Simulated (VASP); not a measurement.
# Ga₃InN₄ (ordered alloy cell): computed properties

Calculation: PBEsol GGA, VASP's PBE PAW potentials (set 64) (plane waves; VASP).

```yaml
space_group: R3m (160)
cell: a = b = 3.2614 Å, c = 32.1934 Å, α = β = 90.00°, γ = 120.00°
volume_per_atom: 12.36 Å³/atom
band gap (over mesh and band path): 0.56 eV
smallest direct gap (over mesh and band path): 0.56 eV
band_edge_character: direct, Γ to Γ
density: 6.38 g/cm³
```

```
Ga3InN4
1.0
    0.00000     2.30616     2.30616
    2.30616     0.00000     2.30616
    9.27051     9.27051    -0.04586
In N Ga
1 4 3
Direct
  0.00196   0.00196   0.99853
  0.22489   0.22489   0.08133
  0.24249   0.24249   0.31813
  0.25658   0.25658   0.55756
  0.27108   0.27108   0.79669
  0.98686   0.98686   0.25985
  0.00116   0.00116   0.49913
  0.01497   0.01497   0.73877
```

Unless said otherwise, spin-orbit coupling is left out, though it shifts the bands of the heavy elements here.

The structure was generated: Ga3InN4 was put into an ordered model structure (R3m), which need not be its known phase. It was relaxed first. Symmetry was kept, so distortions that lower it aren't found.
